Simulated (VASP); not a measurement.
A convergence study with VASP on Sb (a7): a few settings are varied, all else stays as given below, so the limit is that of these other settings.

```xyz
2
Lattice="3.9573 -2.1550 0.0000 3.9573 2.1550 0.0000 2.7838 0.0000 3.5433" Properties=species:S:1:pos:R:3 pbc="T T T"
Sb     2.4981     0.0000     0.8274
Sb     8.2004     0.0000     2.7159
```

Calculation: PBE GGA, VASP's PBE PAW potentials (set 64) (plane waves; VASP). The last row used: 550 eV cut-off, 18×18×18 Γ-centred mesh, second-order Methfessel-Paxton smearing of 0.40 eV, potentials Sb.

```csv
setting,E (eV/atom),pressure (GPa),largest force (eV/Å),irreducible k-points
"ISMEAR = -1, SIGMA = 0.01, 6×6×6 mesh",-4.1340,2.83,0.103,32
"ISMEAR = -1, SIGMA = 0.1, 6×6×6 mesh",-4.1343,2.77,0.126,32
"ISMEAR = 0, SIGMA = 0.01, 6×6×6 mesh",-4.1340,2.83,0.103,32
"ISMEAR = 0, SIGMA = 0.1, 6×6×6 mesh",-4.1343,2.80,0.108,32
"ISMEAR = 1, SIGMA = 0.01, 6×6×6 mesh",-4.1340,2.83,0.103,32
"ISMEAR = 1, SIGMA = 0.2, 6×6×6 mesh",-4.1345,2.79,0.107,32
"ISMEAR = 2, SIGMA = 0.05, 6×6×6 mesh",-4.1340,2.83,0.102,32
"ISMEAR = 2, SIGMA = 0.2, 6×6×6 mesh",-4.1343,2.80,0.107,32
"ISMEAR = -1, SIGMA = 0.01, 12×12×12 mesh",-4.1253,2.76,0.236,189
"ISMEAR = -1, SIGMA = 0.2, 12×12×12 mesh",-4.1197,2.76,0.305,189
"ISMEAR = 0, SIGMA = 0.01, 12×12×12 mesh",-4.1253,2.76,0.236,189
"ISMEAR = 0, SIGMA = 0.2, 12×12×12 mesh",-4.1250,2.75,0.244,189
"ISMEAR = 1, SIGMA = 0.01, 12×12×12 mesh",-4.1253,2.76,0.236,189
"ISMEAR = 1, SIGMA = 0.4, 12×12×12 mesh",-4.1252,2.73,0.231,189
"ISMEAR = 2, SIGMA = 0.05, 12×12×12 mesh",-4.1253,2.76,0.236,189
"ISMEAR = 2, SIGMA = 0.4, 12×12×12 mesh",-4.1255,2.76,0.227,189
"ISMEAR = -1, SIGMA = 0.05, 18×18×18 mesh",-4.1235,2.77,0.249,580
"ISMEAR = -1, SIGMA = 0.2, 18×18×18 mesh",-4.1186,2.77,0.303,580
"ISMEAR = 0, SIGMA = 0.05, 18×18×18 mesh",-4.1236,2.77,0.248,580
"ISMEAR = 0, SIGMA = 0.2, 18×18×18 mesh",-4.1233,2.76,0.250,580
"ISMEAR = 1, SIGMA = 0.05, 18×18×18 mesh",-4.1236,2.77,0.248,580
"ISMEAR = 1, SIGMA = 0.4, 18×18×18 mesh",-4.1232,2.75,0.228,580
"ISMEAR = 2, SIGMA = 0.1, 18×18×18 mesh",-4.1236,2.77,0.248,580
"ISMEAR = 2, SIGMA = 0.4, 18×18×18 mesh",-4.1235,2.77,0.231,580
```

Left out are rungs that failed or repeat a setting and relaxations that didn't move; long series are thinned to 24 rows.

The compound is Sb in the a7 structure. The cell was not relaxed at this level, forces remain on its atoms.
